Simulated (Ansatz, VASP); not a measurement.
**One calculation of HfIn4SiO6, two programs**

Contents of INCAR:

```
SYSTEM = HfIn4SiO6
  ALGO = Fast
  EDIFF = 1E-6
  ENCUT = 520
  GGA = PE
  ISIF = 2
  ISMEAR = -1
  LASPH = .True.
  LCHARG = .True.
  LELF = .True.
  LREAL = .False.
  LWAVE = .False.
  NELM = 100
  PREC = Accurate
  SIGMA = 0.05
```

The input KPOINTS:

```
k-points
0
Gamma
  6 6 3
  0 0 0
```

Contents of POSCAR:

```
HfIn4SiO6
1.0
    5.3316200000      0.0159300000     -0.0483700000
   -2.5793300000      4.8819800000     -0.0191400000
   -1.5181300000     -1.2221600000      9.4552500000
Hf In Si O
1 4 1 6
Direct
    0.2380200000      0.0692800000      0.4027900000
    0.1454700000      0.5747100000      0.8703800000
    0.5244500000      0.7222000000      0.3488100000
    0.5731300000      0.3131600000      0.1209600000
    0.8825000000      0.3853100000      0.5641500000
    0.8811200000      0.9477000000      0.0377300000
    0.2644200000      0.4061300000      0.4886800000
    0.9571300000      0.7888600000      0.4878800000
    0.8398900000      0.6393800000      0.9858400000
    0.9905500000      0.0027000000      0.2137000000
    0.1366500000      0.2037300000      0.9786400000
    0.5666700000      0.9468400000      0.0004400000
```

input.yaml

```yaml
crystal:
  lattice:
    - [5.33162, 0.01593, -0.04837]
    - [-2.57933, 4.88198, -0.01914]
    - [-1.51813, -1.22216, 9.45525]
  atoms:
    - { symbol: Hf, position: [0.23802, 0.06928, 0.40279] }
    - { symbol: In, position: [0.14547, 0.57471, 0.87038] }
    - { symbol: In, position: [0.52445, 0.7222, 0.34881] }
    - { symbol: In, position: [0.57313, 0.31316, 0.12096] }
    - { symbol: In, position: [0.8825, 0.38531, 0.56415] }
    - { symbol: Si, position: [0.88112, 0.9477, 0.03773] }
    - { symbol: O, position: [0.26442, 0.40613, 0.48868] }
    - { symbol: O, position: [0.95713, 0.78886, 0.48788] }
    - { symbol: O, position: [0.83989, 0.63938, 0.98584] }
    - { symbol: O, position: [0.99055, 0.0027, 0.2137] }
    - { symbol: O, position: [0.13665, 0.20373, 0.97864] }
    - { symbol: O, position: [0.56667, 0.94684, 0.00044] }
hamiltonian:
  xc: pbe
  pseudopotentials: { kind: paw }
kpoints:
  mp_grid: { grid: [6, 6, 3] }
scf:
  occupations: { method: fermi_dirac, width: 0.05 }
output:
  forces: true
  stress: true
  eigenvalues: true
  write_density: true
  write_potential: true
  elf: true
  volumetric_format: npy
```

The cell was built by a generator and needn't be a form met in nature.

Alike in both runs: task electron localisation function; functional PBE; k mesh 6 × 6 × 3; occupations fermi-dirac, width 0.05 eV; no spin polarisation.

|  | VASP | Ansatz |
| --- | --- | --- |
| version | VASP 6.6.1 | Ansatz 0.2.0 |
| potentials or method | VASP PAW PBE potentials, release 64 (Hf_pv, In_d, Si, O) | Ansatz PAW |
| plane-wave cutoff (eV) | 520 | 420 |
| valence electrons in the cell | 102 | 118 |

Ansatz gave:

```
gap on the k mesh at the Fermi level (eV)       : 1.12
least direct gap on the mesh (eV)               : 1.25
pressure (GPa)                                  : 0.0
largest component of the traceless stress (GPa) : 0.01
rms of the force components (eV/Å)              : 0.003
```

Problem. Estimate VASP's values.

Solution. gap on the k mesh at the Fermi level (eV): 1.10; least direct gap on the mesh (eV): 1.24; pressure (GPa): -0.1; largest component of the traceless stress (GPa): 0.07; rms of the force components (eV/Å): 0.047.

Atom by atom the forces differ by 0.046 eV/Å (rms over components). The two sets of potentials don't hold the same shells in valence.

Caveats: spin-orbit coupling is left out, which moves the levels of the heavy elements; an odd mesh through Γ misses points on the zone boundary, where band edges often lie (VASP); odd divisions of the mesh miss points on the zone boundary, where band edges often lie, so the gap on the mesh can be too wide (Ansatz); the pressure holds a Pulay correction of +0.3 GPa for the finite cutoff (Ansatz).
